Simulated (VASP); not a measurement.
Consider the following.

```
CELL_PARAMETERS angstrom
      2.95910     0.00000     0.00000
     -1.47955     2.56266     0.00000
      0.00000     0.00000     4.86292
ATOMIC_POSITIONS crystal
  Mg 0.00000 0.00000 0.50000
  Al 0.33333 0.66667 0.00000
```

Calculation: LDA (Ceperley-Alder, Perdew-Zunger), VASP's LDA PAW potentials (set 64) (plane waves; VASP). Numerical set-up: 400 eV cut-off, 13×13×7 Γ-centred mesh, first-order Methfessel-Paxton smearing of 0.10 eV, potentials Mg Al.

Question: What does the run give for the energy per atom (σ→0), band gap (on the k-mesh) with the smallest direct gap where there is one?

Answer: 
```
Property                                                    Result
------------------------  ----------------------------------------
band gap (on the k-mesh)  none (metal, semimetal or under 0.01 eV)
energy per atom (σ→0)                               -2.969 eV/atom
```

The absolute energy has meaning only against runs of the same code, potentials and settings.

The structure comes from a computed database's MgAl entry (P-6m2); how it stands against other phases isn't given here. It was relaxed first. The start is the result of an earlier pass. The electron count is odd and the run is not spin-polarised, which forces a metal.
